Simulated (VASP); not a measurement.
A calculation with VASP 6.6.1 of Mg6MnFe (native input, structure from a POSCAR):

File INCAR:

```
PREC     = Accurate       # precision mode
ENCUT    = 500            # plane-wave cutoff, eV
EDIFF    = 1E-6           # SCF threshold, eV
ISMEAR   = 0              # smearing method
SIGMA    = 0.05           # smearing width, eV
LREAL    = F              # projectors in reciprocal space
LASPH    = T              # aspherical terms in the spheres
NELM     = 150            # most SCF steps
ALGO     = Normal         # electronic algorithm
ISIF     = 2              # what is computed and relaxed
LWAVE    = F              # write WAVECAR
LCHARG   = F              # write CHGCAR
ISPIN    = 2              # spin polarisation
MAGMOM   = 3 4 0 0 0 0 0 0 # initial moments
LORBIT   = 11             # projections on sites
LMAXMIX  = 4              # l up to which the mixer works
GGA      = PE             # functional
NBANDS   = 28             # bands
```

KPOINTS

```
regular mesh
0
Gamma
  6 5 5
```

The input POSCAR:

```
Mg6MnFe
4.8098
    0.999997920911      0.000000000000      0.000000000000
    0.000000000000      0.629780240343      1.105547943781
    0.000000000000     -0.629780240343      1.105547943781
Fe Mn Mg
1 1 6
Direct
    0.5000000000      0.6791410000      0.6791410000
    0.0000000000      0.8210190000      0.8210190000
    0.5000000000      0.1665030000      0.1665030000
    0.5000000000      0.6720880000      0.1504440000
    0.5000000000      0.1504440000      0.6720880000
    0.0000000000      0.3336410000      0.3336410000
    0.0000000000      0.8261340000      0.3510320000
    0.0000000000      0.3510320000      0.8261340000
```

Potentials or basis: VASP PAW PBE potentials, release 64 (Fe, Mn, Mg).

Launch:

```bash
$ cat potpaw_PBE.64/Fe/POTCAR potpaw_PBE.64/Mn/POTCAR potpaw_PBE.64/Mg/POTCAR > POTCAR
$ mpirun -np 1 vasp_std > vasp.out
```

The cell comes from a database or a generator and needn't be the stable form of this composition.

Question: Write the same calculation in another form: ASE script, Cartesian positions.

Answer: As run:

Contents of run.py:

```python
from ase.calculators.vasp import Vasp
from ase.dft.bandgap import bandgap
from ase.io import read

atoms = read('Mg6MnFe.xyz')
atoms.set_initial_magnetic_moments([3.0, 4.0, 0.0, 0.0, 0.0, 0.0, 0.0, 0.0])
calc = Vasp(
    directory='calc',
    xc='pbe',
    pp='PBE',
    setups='minimal',
    prec='Accurate',
    encut=500,
    ediff=1e-07,
    ismear=0,
    sigma=0.05,
    lreal=False,
    lasph=True,
    nelm=150,
    algo='Normal',
    isif=2,
    lwave=False,
    lcharg=True,
    ispin=2,
    lorbit=11,
    lmaxmix=4,
    lelf=True,
    lvhar=True,
    kpts=[6, 5, 5],
    gamma=True,
)
atoms.calc = calc

print('energy (eV):', atoms.get_potential_energy())
print('free energy (eV):', atoms.get_potential_energy(force_consistent=True))
print('forces (eV/A):')
print(atoms.get_forces())
print('stress (eV/A^3, Voigt):', atoms.get_stress())
print('Fermi level (eV):', calc.get_fermi_level())
print('moment (muB):', atoms.get_magnetic_moment())
print('site moments (muB):', atoms.get_magnetic_moments())
gap, top, bottom = bandgap(calc)
print('band gap (eV):', gap, 'from (spin, k, band)', top, 'to', bottom)
```

Mg6MnFe.xyz

```xyz
8
Lattice="4.8097900000 0.0000000000 0.0000000000 0.0000000000 3.0291170000 5.3174645000 0.0000000000 -3.0291170000 5.3174645000" Properties=species:S:1:pos:R:3 pbc="T T T"
Fe     2.4048950000      0.0000000000      7.2226163160
Mn     0.0000000000      0.0000000000      8.7314787727
Mg     2.4048950000      0.0000000000      1.7707475833
Mg     2.4048950000      1.5801207083      4.3737847101
Mg     2.4048950000     -1.5801207083      4.3737847101
Mg     0.0000000000      0.0000000000      3.5482483465
Mg     0.0000000000      1.4391395449      6.2595384156
Mg     0.0000000000     -1.4391395449      6.2595384156
```

Potentials or basis: VASP PAW PBE potentials, release 64 (Fe, Mn, Mg).

The run is started by

```sh
$ python run.py
```

Both were run:

|  | native input, structure from a POSCAR | ASE script, Cartesian positions |
| --- | --- | --- |
| Pressure | 0.0 GPa | 0.0 GPa |
| Largest force | 0.090 eV/Å | 0.090 eV/Å |
| Band gap on the k mesh | none (metal or under the smearing width) | none (metal or under the smearing width) |
| Net moment | 6.21 μB per cell | 6.21 μB per cell |
| Site moments | Fe +2.66; Mn +3.59; Mg -0.00, -0.02 μB | Fe +2.66; Mn +3.59; Mg -0.00, -0.02 μB |
| Valence electrons inside the program's atomic spheres | Fe 6.79; Mn 5.46; Mg 0.38, 0.39 | Fe 6.79; Mn 5.46; Mg 0.38, 0.39 |

Keys that steer only the numerical path or the files written may differ.
